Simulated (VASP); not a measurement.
Computed with optB86b-vdW, VASP's PBE PAW potentials (set 64) (plane waves; VASP).

VASP input:

POSCAR:
```
Rb
1.0
 -2.7719513181   2.7719513181   2.7719513181
  2.7719513181  -2.7719513181   2.7719513181
  2.7719513181   2.7719513181  -2.7719513181
Rb
1
Cart
  0.0000000000   0.0000000000   0.0000000000
```

**KPOINTS**
```
Regular mesh
0
Gamma
9 9 9
0 0 0
```

INCAR:
```
AGGAC = 0.0
ALGO = Normal
EDIFF = 1E-6
EDIFFG = -0.01
ENCUT = 520
GGA = MK
IBRION = 2
ISIF = 3
ISMEAR = 1
LASPH = T
LCHARG = F
LMAXMIX = 4
LREAL = F
LUSE_VDW = T
LWAVE = F
NELM = 100
NSW = 60
PARAM1 = 0.1234
PARAM2 = 1.0
PREC = Accurate
SIGMA = 0.1
SYSTEM = Rb
```

POTCAR, in this order: Rb_sv (PBE.64 set). Program: vasp_std.

The resulting files:

File OSZICAR:
```
       N       E                     dE             d eps       ncg     rms          rms(c)
DAV:   1     0.452992432637E+02    0.45299E+02   -0.35027E+03   560   0.836E+02
DAV:   2     0.359523925346E+01   -0.41704E+02   -0.41047E+02   600   0.140E+02
DAV:   3     0.124301528987E+01   -0.23522E+01   -0.23402E+01   800   0.378E+01
DAV:   4     0.119356700486E+01   -0.49448E-01   -0.49449E-01   912   0.452E+00
DAV:   5     0.119304777673E+01   -0.51923E-03   -0.51923E-03   856   0.309E-01    0.115E+00
DAV:   6     0.119268254265E+01   -0.36523E-03   -0.21494E-03   792   0.291E-01    0.705E-01
DAV:   7     0.119145140014E+01   -0.12311E-02   -0.49052E-03   672   0.428E-01    0.492E-02
DAV:   8     0.119119534374E+01   -0.25606E-03   -0.34513E-04   776   0.120E-01    0.169E-02
DAV:   9     0.119116330094E+01   -0.32043E-04   -0.43444E-05   784   0.329E-02    0.469E-03
DAV:  10     0.119116048297E+01   -0.28180E-05   -0.10775E-05   840   0.184E-02    0.750E-04
DAV:  11     0.119116033780E+01   -0.14517E-06   -0.23936E-07   600   0.361E-03
   1 F= 0.11911603E+01 E0= 0.11915354E+01  d E =0.119116E+01
       N       E                     dE             d eps       ncg     rms          rms(c)
DAV:   1     0.119102956935E+01   -0.13091E-03   -0.28694E-03   560   0.402E-01    0.501E-02
DAV:   2     0.119112034354E+01    0.90774E-04   -0.22085E-04   616   0.127E-01    0.248E-02
DAV:   3     0.119114920762E+01    0.28864E-04   -0.15296E-04   848   0.780E-02    0.523E-03
DAV:   4     0.119114839025E+01   -0.81737E-06   -0.25915E-06   608   0.154E-02
   2 F= 0.11911484E+01 E0= 0.11915243E+01  d E =-.119475E-04
```

File OUTCAR:
```
------------------------ aborting loop because EDIFF is reached ----------------------------------------
  FORCE on cell =-STRESS in cart. coord.  units (eV):
  Direction    XX          YY          ZZ          XY          YZ          ZX
  --------------------------------------------------------------------------------------
  Total       -0.0074923     -0.0074923     -0.0074923     -0.0000000      0.0000000     -0.0000000
  in kB       -0.1411094     -0.1411094     -0.1411094     -0.0000000      0.0000000     -0.0000000
  external PRESSURE =      -0.1411094 kB  Pullay stress =       0.0000000 kB
  volume of cell :       85.07
      direct lattice vectors                 reciprocal lattice vectors
    -2.770580410  2.770580410  2.770580410     0.000000000  0.180467601  0.180467601
     2.770580410 -2.770580410  2.770580410     0.180467601  0.000000000  0.180467601
     2.770580410  2.770580410 -2.770580410     0.180467601  0.180467601  0.000000000
 POSITION                                       TOTAL-FORCE (eV/Angst)
 -----------------------------------------------------------------------------------
     -0.00000      0.00000      0.00000         0.000000     -0.000000     -0.000000
 -----------------------------------------------------------------------------------
    total drift:                               -0.000000     -0.000000      0.000000
  FREE ENERGIE OF THE ION-ELECTRON SYSTEM (eV)
  ---------------------------------------------------
  free  energy   TOTEN  =         1.1911483903 eV

  energy  without entropy=        1.1922762473  energy(sigma->0) =        1.19152434

 reached required accuracy - stopping structural energy minimisation
```
(Selected blocks of OUTCAR.)

File CONTCAR:
```
Rb
   1.00000000000000
    -2.7705804100412830    2.7705804100412830    2.7705804100412830
     2.7705804100412830   -2.7705804100412830    2.7705804100412830
     2.7705804100412830    2.7705804100412830   -2.7705804100412830
  Rb
     1
Direct
     0.0000000000000000    0.0000000000000000    0.0000000000000000
```

The compound is Rb in the bcc structure. This run relaxes it. Symmetry was kept, so distortions that lower it aren't found. The start is the result of an earlier pass.
